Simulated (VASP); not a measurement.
The system is Zn4Te3O.

```xyz
8
Lattice="5.8864 0.0000 0.0000 0.0000 5.8864 0.0000 0.0000 0.0000 5.8864" Properties=species:S:1:pos:R:3 pbc="T T T"
Zn    2.9432    0.0000    0.0000
Zn    0.0000    2.9432    0.0000
Zn    0.0000    0.0000    2.9432
Zn    2.9432    2.9432    2.9432
Te    0.0000    2.9432    2.9432
Te    2.9432    0.0000    2.9432
Te    2.9432    2.9432    0.0000
O     0.0000    0.0000    0.0000
```

The cell was built by a generator and needn't be a form met in nature.

| Item | Value |
| --- | --- |
| Program | VASP 6.6.1 |
| Task | relaxation of cell and atoms |
| Functional | PBE |
| Potentials or basis | VASP PAW PBE potentials, release 64 (Zn, Te, O) |
| Cutoff | 520 eV |
| k mesh | 3 × 3 × 3 |
| Occupations | gaussian, width 0.15 eV |
| Spin | no spin polarisation |

At the start: pressure -6.7 GPa; volume 25.50 Å³/atom.

Problem. How do energy, volume and symmetry change on relaxing?

Solution. Over 3 steps the energy falls by 102.5 meV/atom and the volume is 21.31 Å³/atom (-16.4 %); space group Pm-3m (No. 221, to 0.05 Å).

Step by step:
| step | energy change (eV) | largest force (eV/Å) | pressure (GPa) | volume (Å³) |
| --- | --- | --- | --- | --- |
| 1 | 0.0000 | 0.0000 | -6.73 | 203.97 |
| 2 | -0.8118 | 0.0000 | -1.10 | 173.97 |
| 3 | -0.8200 | 0.0000 | 0.38 | 170.51 |

Final structure:
```
Zn Te O
1.0
     5.54522    0.00000    0.00000
     0.00000    5.54522    0.00000
     0.00000    0.00000    5.54522
Zn Te O
4 3 1
Direct
  0.50000 0.00000 0.00000
  0.00000 0.50000 0.00000
  0.00000 0.00000 0.50000
  0.50000 0.50000 0.50000
  0.00000 0.50000 0.50000
  0.50000 0.00000 0.50000
  0.50000 0.50000 0.00000
  0.00000 0.00000 0.00000
```

Caveat: the volume moved by over 15 % at a fixed basis, so the end points are rough.
